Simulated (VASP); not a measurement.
VASP runs on Mg₂Si (antifluorite) share one base input (PBE GGA, plane waves, VASP's PBE PAW potentials (set 64)) and change the settings named in each case.

INCAR:
```
# general
SYSTEM  =  Mg2Si
PREC    =  Accurate
ENCUT   =  400
LREAL   =  .FALSE.
LASPH   =  .TRUE.

# electronic loop
EDIFF   =  1E-6
NELM    =  100
ALGO    =  Normal

# smearing
ISMEAR  =  0
SIGMA   =  0.05

# functional
GGA     =  PE

# ions
ISIF    =  2

# output
LWAVE   =  .FALSE.
LCHARG  =  .FALSE.
```

POSCAR:
```
Mg2Si
1
    0.0000000000     3.1750000000     3.1750000000
    3.1750000000     0.0000000000     3.1750000000
    3.1750000000     3.1750000000     0.0000000000
Mg Si
2 1
Direct
  0.2500000000   0.2500000000   0.2500000000
  0.7500000000   0.7500000000   0.7500000000
  0.0000000000   0.0000000000   0.0000000000
```

File KPOINTS:
```
K-points
0
gamma
7 7 7
```

POTCAR, in this order: Mg Si (PBE.64 set). Program: vasp_std.

| change | E(σ→0) (eV/atom) | irreducible k-points |
|---|---|---|
| base run | -2.9695 | 20 |
| KPOINTS 3×3×3 Monkhorst-Pack mesh | -2.8012 | 4 |
| KPOINTS 5×5×5 Monkhorst-Pack mesh | -2.9534 | 10 |
| KPOINTS 7×7×7 Monkhorst-Pack mesh | -2.9695 | 20 |
| KPOINTS 9×9×9 Monkhorst-Pack mesh | -2.9719 | 35 |

Left out are runs that ran out of time, are held back, or changed the cell or the kind of run, fixed moments of cells without a moment, rows past the twelfth, gaps on odd meshes, pressures of charged cells and columns that move by less than the noise.

The compound is Mg2Si in the antifluorite structure. The cell was not relaxed at this level.
